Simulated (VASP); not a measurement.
Input:

```
CELL_PARAMETERS angstrom
      1.25272     0.72326     3.40078
     -1.25272     0.72326     3.40078
      0.00000    -1.44652     3.40078
ATOMIC_POSITIONS crystal
  B  0.99961 0.99961 0.99961
  N  0.33282 0.33282 0.33282
```

Calculation: PBEsol GGA, VASP's PBE PAW potentials (set 64) (plane waves; VASP 6.6.1). Run with 520 eV cut-off, Gaussian smearing of 0.050 eV, potentials B N.

Q: Predict the band gap (along the path) with the smallest direct gap where there is one.

A: 
band gap (along the path): 4.13 eV
smallest direct gap (along the path): 4.62 eV

Only differences to runs with the same potentials and settings are physical.

The structure comes from a computed database's BN entry (R3m); how it stands against other phases isn't given here. It was relaxed first.
